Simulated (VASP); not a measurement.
MoI: relaxation of cell and atoms with PBE+rVV10

The system is MoI.

```
CELL_PARAMETERS angstrom
3.62326 0.00000 0.00000
0.00000 3.62326 0.00000
0.00000 0.00000 5.04208
ATOMIC_POSITIONS crystal
Mo 0.50000 0.50000 0.50000
I 0.00000 0.00000 0.50000
```

The cell was built by a generator and needn't be a form met in nature.

```json
{
 "Program": "VASP 6.6.1",
 "Task": "relaxation of cell and atoms",
 "Functional": "PBE",
 "Dispersion": "rVV10",
 "Potentials or basis": "VASP PAW PBE potentials, release 64 (Mo_sv, I)",
 "Cutoff": "600 eV",
 "k mesh": "7 × 7 × 5",
 "Occupations": "fermi-dirac, width 0.05 eV",
 "Spin": "no spin polarisation",
 "Further INCAR settings": "ALGO = Normal; EDIFF = 1e-06; IBRION = 2; EDIFFG = -0.005; NSW = 40; ISIF = 3"
}
```

The relaxed volume is 23.53 Å³/atom. The relaxed cell is a = 3.871 Å, b = 3.871 Å, c = 3.140 Å, α = 90.00°, β = 90.00°, γ = 90.00°. The space group after relaxing (to 0.05 Å) is P4/mmm (No. 123). The energy gained by relaxing is 791.3 meV/atom. The ionic steps are 17, the pressure after relaxing is 0.0 GPa and the band gap on the k mesh is none (metal or under the smearing width).

The path:
| step | energy change (eV) | largest force (eV/Å) | pressure (GPa) | volume (Å³) |
| --- | --- | --- | --- | --- |
| 1 | 0.0000 | 0.0000 | 10.03 | 66.19 |
| 2 | 0.2509 | 0.0000 | -8.56 | 86.98 |
| 3 | -0.3974 | 0.0000 | -2.31 | 74.14 |
| 4 | -0.3994 | 0.0000 | -1.83 | 73.66 |
| 5 | -0.3995 | 0.0000 | -1.66 | 73.50 |
| 6 | -0.4824 | 0.0000 | -2.06 | 70.63 |
| 7 | -0.8365 | 0.0000 | -3.41 | 61.97 |
| 8 | -1.5056 | 0.0000 | 4.21 | 44.46 |
| 9 | -1.3452 | 0.0000 | -3.49 | 52.75 |
| 10 | -1.5583 | 0.0000 | -1.45 | 48.46 |
| 11 | -1.5825 | 0.0000 | 0.07 | 47.05 |
| 12 | -1.5800 | 0.0000 | 0.82 | 46.52 |
| 13 | -1.5712 | 0.0000 | -1.89 | 48.39 |
| 14 | -1.5826 | 0.0000 | -0.14 | 47.12 |
| 15 | -1.5826 | 0.0000 | -0.12 | 47.10 |
| 16 | -1.5821 | 0.0000 | 0.40 | 46.90 |
| 17 | -1.5827 | 0.0000 | 0.00 | 47.06 |

Final structure:
```
Mo I
1.0
     3.87114    0.00000    0.00000
     0.00000    3.87114    0.00000
     0.00000    0.00000    3.14004
Mo I
1 1
Direct
  0.50000 0.50000 0.50000
  0.00000 0.00000 0.50000
```

Levels at points of the mesh, in eV from the Fermi level:
| k point | band 8 | band 9 | band 10 | band 11 | band 12 | band 13 | band 14 |
| --- | --- | --- | --- | --- | --- | --- | --- |
| (0.00, 0.00, 0.00) | -2.93 | -2.32 | -1.33 | -0.55 | 0.90 | 0.90 | 0.94 |

Run time: 14 min on 1 thread of Intel(R) Xeon(R) Platinum 8488C (Sapphire Rapids), on a shared host, peak memory 0.35 GiB.

Caveat: the volume moved by over 15 % at a fixed basis, so the end points are rough; an odd number of electrons without spin polarisation forces a metal; a magnetic or distorted state may lie lower. The run has no spin-orbit coupling, so splittings on I are missing.
